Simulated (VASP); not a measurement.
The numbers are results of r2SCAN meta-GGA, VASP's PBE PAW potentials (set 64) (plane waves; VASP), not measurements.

VASP ran on this input.

**INCAR**
```
SYSTEM = CsBr
PREC = Accurate; ENCUT = 400; LREAL = F
LASPH = T
EDIFF = 1E-6; NELM = 100; ALGO = Normal
LMAXMIX = 4; LMIXTAU = T
ISMEAR = 0; SIGMA = 0.05
METAGGA = R2SCAN
IBRION = 2; NSW = 60; ISIF = 3
EDIFFG = -0.01
LWAVE = F; LCHARG = F
```

**KPOINTS**
```
Automatic mesh
0
Gamma
6 6 6
0 0 0
```

File POSCAR:
```
CsBr
1.0
  0.0000000000   3.6589536170   3.6589536170
  3.6589536170   0.0000000000   3.6589536170
  3.6589536170   3.6589536170   0.0000000000
Cs Br
1 1
direct
  1.0000000000   0.0000000000   1.0000000000
  0.5000000000   0.5000000000   0.5000000000
```

POTCAR, in this order: Cs_sv Br (PBE.64 set). Program: vasp_std.

Unless said otherwise, spin-orbit coupling is left out, though it shifts the bands of the heavy elements here.

Problem. Estimate the energy per atom (σ→0), band gap (on the k-mesh).

Solution. 
- energy per atom (σ→0) = -21.156 eV/atom
- band gap (on the k-mesh) = 4.89 eV

**OSZICAR**
```
...
DAV:  15    -0.423108954108E+02   -0.69788E-03   -0.58773E-04   456   0.313E-01    0.837E-03
DAV:  16    -0.423110224110E+02   -0.12700E-03   -0.27630E-05   460   0.702E-02    0.679E-03
DAV:  17    -0.423110294062E+02   -0.69952E-05   -0.69397E-05   392   0.981E-02    0.200E-03
DAV:  18    -0.423110505078E+02   -0.21102E-04   -0.18739E-05   404   0.542E-02    0.851E-04
DAV:  19    -0.423110466795E+02    0.38282E-05   -0.10351E-06   328   0.129E-02    0.116E-03
DAV:  20    -0.423110500729E+02   -0.33934E-05   -0.19435E-06   284   0.184E-02    0.585E-04
DAV:  21    -0.423110506020E+02   -0.52906E-06   -0.44462E-07   280   0.693E-03
   1 F= -.42311051E+02 E0= -.42311051E+02  d E =-.423111E+02
```

The structure was generated: CsBr was put into the rock salt type (Fm-3m), which need not be its known phase. It was relaxed first, which changed the volume by -19 %. The start is the result of an earlier pass.
